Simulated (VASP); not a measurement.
NaF (rock salt) is relaxed at rising pressure, each step from the one before. Symmetry mostly holds the structure type, and other phases were not tried. The mesh follows the cell, and a change of mesh leaves a small step in the series.

Consider the following.

```cif
data_F4Na4
_chemical_formula_sum 'Na4 F4'
_space_group_name_H-M_alt 'Fm-3m'
_space_group_IT_number 225
_space_group_name_Hall '-F 4 2 3'
_cell_length_a 4.69210
_cell_length_b 4.69210
_cell_length_c 4.69210
_cell_angle_alpha 90.000
_cell_angle_beta 90.000
_cell_angle_gamma 90.000
loop_
_atom_site_label
_atom_site_type_symbol
_atom_site_symmetry_multiplicity
_atom_site_Wyckoff_symbol
_atom_site_fract_x
_atom_site_fract_y
_atom_site_fract_z
_atom_site_occupancy
Na1 Na 4 a 0.00000 0.00000 0.00000 1
F1 F 4 b 0.50000 0.50000 0.50000 1
```
(The calculation used a cell of 2 atoms; values per cell refer to that cell.)

These are PBE GGA, VASP's PBE PAW potentials (set 64) (plane waves; VASP 6.6.1) values and carry that method's errors. Run with 620 eV cut-off, 10×10×10 Γ-centred mesh, Gaussian smearing of 0.050 eV, potentials Na_pv F.

```csv
P (GPa),V (Å³/atom),H − H(0) (eV/atom),space group,gap on the mesh (eV),k-mesh
0,12.91,0.000,Fm-3m,6.10,10×10×10
5,11.81,0.387,Fm-3m,6.59,10×10×10
10,___,___,Fm-3m,6.98,10×10×10
20,10.09,1.408,Fm-3m,7.60,10×10×10
30,9.43,2.019,Fm-3m,8.09,11×11×11
45,___,___,Fm-3m,8.72,11×11×11
```

**Question.** Some entries are withheld; supply them.

**Answer.** 
- 10, V (Å³/atom): 11.08
- 10, H − H(0) (eV/atom): 0.746
- 45, V (Å³/atom): 8.73
- 45, H − H(0) (eV/atom): 2.869

Pressures at which the relaxation failed are left out.

The compound is NaF in the rock salt structure.
